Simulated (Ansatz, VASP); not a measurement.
# Cross-check of Tl (Thallium) between VASP and Ansatz, part 2 of 2

One calculation is typed for both programs; each brings its own data sets. How far apart do they land? The cell is taken from a series of runs on this material, whose earlier steps may have relaxed, scaled, displaced or heated it; both programs get it as it stands.

VASP 6.6.1 and Ansatz 0.2.0.

So far: Starting point; VASP: relaxation of cell and atoms, PBE, pair 1; Ansatz: relaxation of cell and atoms, PBE, pair 1.

**4. Comparison**

Known differences besides the potentials themselves: the cutoff is 420 eV in Ansatz and 500 eV in VASP; Ansatz adds a Pulay correction to the stress that steers its cell, VASP none. Total energies have different zeros and are not compared.

Both answers:

```tsv
quantity	Ansatz	VASP	difference
volume (Å³)	62.64	62.48	+0.26 %
edge a after relaxation, in the typed setting (Å)	3.571	3.566	+0.15 %
edge c after relaxation, in the typed setting (Å)	5.671	5.673	-0.03 %
```

**5. VASP: relaxation of cell and atoms, PBE, pair 2**

The relaxed volume is the usual yardstick between codes: in a stiff, nearly cubic crystal its relative difference is about their pressure difference at one cell divided by the bulk modulus.

INCAR reads:

```
SYSTEM = Tl
PREC = Accurate
ENCUT = 500
EDIFF = 1E-07
NELM = 120
ISMEAR = 0
SIGMA = 0.1
LREAL = .FALSE.
ALGO = Normal
GGA = PE
NBANDS = 19
LORBIT = 11
LWAVE = .FALSE.
LCHARG = .FALSE.
ISIF = 3
IBRION = 2
NSW = 80
EDIFFG = -0.005
LASPH = .TRUE.
GGA_COMPAT = .FALSE.
NELMIN = 4
```

POSCAR reads:

```
Tl
1.0
    3.5987720000      0.0000000000      0.0000000000
   -1.7993860000      3.1166280000      0.0000000000
    0.0000000000      0.0000000000      5.6176000000
Tl
2
Direct
    0.3333333333      0.6666666667      0.2500000000
    0.6666666667      0.3333333333      0.7500000000
```

KPOINTS reads:

```
Automatic mesh
0
Gamma
9 9 6
0 0 0
```

PAW data sets: Tl_d (PBE family, release 64).

On the command line:

```sh
mpirun -np 1 vasp_std
```

Numbers of over 12 decimals in the logs are rounded to 6 here.

Log:

```text
[... set-up lines as in an earlier step ...]
 entering main loop
       N       E                     dE             d eps       ncg     rms          rms(c)
DAV:   1     0.122924321671E+03    0.12292E+03   -0.13721E+04  1856   0.123E+03
DAV:   2    -0.207676170256E+01   -0.12500E+03   -0.12300E+03  1970   0.269E+02
DAV:   3    -0.449525387072E+01   -0.24185E+01   -0.23799E+01  2056   0.323E+01
DAV:   4    -0.451103947296E+01   -0.15786E-01   -0.15784E-01  1963   0.281E+00
[...]
DAV:  10    -0.446965842667E+01   -0.59078E-05   -0.56052E-06  1942   0.192E-02    0.928E-04
DAV:  11    -0.446965852970E+01   -0.10303E-06   -0.15060E-07  1543   0.240E-03    0.519E-04
DAV:  12    -0.446965858761E+01   -0.57901E-07   -0.22629E-08   987   0.118E-03
   1 F= -.44696586E+01 E0= -.44674171E+01  d E =-.446966E+01
[...]
2 F= -.44703606E+01 E0= -.44682781E+01  d E =-.701981E-03
[...]
3 F= -.44710573E+01 E0= -.44695298E+01  d E =-.139873E-02
[...]
4 F= -.44713097E+01 E0= -.44700359E+01  d E =-.252417E-03
[...]
5 F= -.44713103E+01 E0= -.44700442E+01  d E =-.253023E-03
[...]
6 F= -.44713180E+01 E0= -.44700133E+01  d E =-.767546E-05
 trial-energy change:   -0.000008  1 .order   -0.000007   -0.000013   -0.000001
 step:   1.5413(harm=  1.5805)  dis= 0.00000  next Energy=    -4.471318 (dE=-0.770E-05)
 reached required accuracy - stopping structural energy minimisation
```

Parts of OUTCAR (step 5):

```text
  Total        0.0013153      0.0013153      0.0022068      0.0000000      0.0000000      0.0000000
  in kB        0.0337315      0.0337315      0.0565960      0.0000000      0.0000000      0.0000000
  external PRESSURE =       0.0413530 kB  Pullay stress =       0.0000000 kB

 POSITION                                       TOTAL-FORCE (eV/Angst)
 -----------------------------------------------------------------------------------
     -0.00000      2.05808      1.41924        -0.000000      0.000000      0.000000
      1.78235      1.02904      4.25772         0.000000     -0.000000      0.000000
 -----------------------------------------------------------------------------------
    total drift:                                0.000000     -0.000000      0.000000

  FREE ENERGIE OF THE ION-ELECTRON SYSTEM (eV)
  ---------------------------------------------------
  free  energy   TOTEN  =        -4.4713180152 eV

  energy  without entropy=       -4.4687085137  energy(sigma->0) =       -4.47001326

[... 2 parts as in an earlier step ...]

[... 2 further parts left out ...]
[key lines of the parts left out:]
E-fermi :   5.8009
```

**6. Ansatz: relaxation of cell and atoms, PBE, pair 2**

The same cell, functional, mesh and smearing now go to Ansatz, which takes its cutoff from its data sets.

The cell is taken from a series of runs on this material, whose earlier steps may have relaxed, scaled, displaced or heated it; both programs get it as it stands.

input.yaml reads:

```yaml
crystal:
  lattice:
    - [3.5987719283, 0.0, 0.0]
    - [-1.7993859642, 3.1166279124, 0.0]
    - [0.0, 0.0, 5.6176002372]
  atoms:
    - { symbol: Tl, position: [0.3333333333, 0.6666666667, 0.25] }
    - { symbol: Tl, position: [0.6666666667, 0.3333333333, 0.75] }
kpoints:
  mp_grid: { grid: [9, 9, 6] }
hamiltonian:
  xc: pbe
  pseudopotentials: { kind: paw, azcp: { folder: soft_1 } }
scf:
  occupations: { method: gaussian, width: 0.1 }
output:
  forces: true
  stress: true
  eigenvalues: true
relax:
  adjacent_minimum: "off"
  f_tol: 0.005
  max_steps: 80
  cell: { stress_tol: 0.05 }
```

On the command line:

```sh
ansatz run input.yaml --threads 16 --pin off --max-ram 92160MiB --backend cuda --events-out ev --progress --plain --runs-dir out --max-vram 78GiB
```

Log:

```text
[...]
Crystal: 2 atoms, lattice volume = 63.007 Å³
Basis set: ecut = 420 eV, 1231 PW (Γ), exchange–correlation on 50×50×80 points (8 copies of the dense FFT grid, shifted against one another)
Bands: 17, of which v1, the nominal top of the filled ones, is band 13 counted from 1 (12 counted from 0)
Symmetry: 24 space group operations
[...]
k-point 47: bands = [... 9 lower, -1.7367, 5.1137, 5.1137, 8.5981, 8.5981, 9.6416, 9.6416, 16.5163]
--- Relaxed structure (4 steps of the walk, 4 accepted, 1 SCFs on fresh bases) ---
[...]
cell:  # Å, volume = 62.6201 Å³
    - [3.567428, 2.8615971009019753e-11, 0]
    - [-1.783714, 3.089484, 0]
    - [0, 0, 5.681623]
  atoms:
    - { symbol: Tl, position: [0.333333, 0.666667, 0.250000] }
    - { symbol: Tl, position: [0.666667, 0.333333, 0.750000] }
[key lines of the parts left out:]
SCF converged after 5 iterations
Free energy (F): -22892.660969 eV
Fermi energy:    9.471345 eV
P = ⅓ Tr σ = -0.0006 GPa (-0.006 kbar)
```

**7. Differences**

Compared:

```tsv
quantity	Ansatz	VASP	difference
volume (Å³)	62.62	62.47	+0.24 %
edge a after relaxation, in the typed setting (Å)	3.567	3.565	+0.08 %
edge c after relaxation, in the typed setting (Å)	5.682	5.677	+0.08 %
```

**8. Outcome**

| Item | Value |
| --- | --- |
| difference in volume (relaxation of cell and atoms, PBE, pair 1) | 0.26 % |
| difference in volume (relaxation of cell and atoms, PBE, pair 2) | 0.24 % |

**Reading.** The difference in volume is 0.26 % (relaxation of cell and atoms, PBE, pair 1), within the 1.2 % picked in this series as the mark of a large difference, as far as the stopping tolerances let one tell. Such differences can come from data sets, numerical settings and the points named under the comparisons, not from the functional's error against experiment.

[Lines on the potential files, build, host, timing and source positions are cut from VASP's logs without a mark.]

[Logs are printed without paths, hosts, clocks, repeated set-up lines and the standing remarks that a program may print on its own settings, such as how far it seeks lower states.]

[Hosts, paths, dates, database ids (printed as entryN), source tags and the programs' standing remarks are cut or masked in the printed files.]
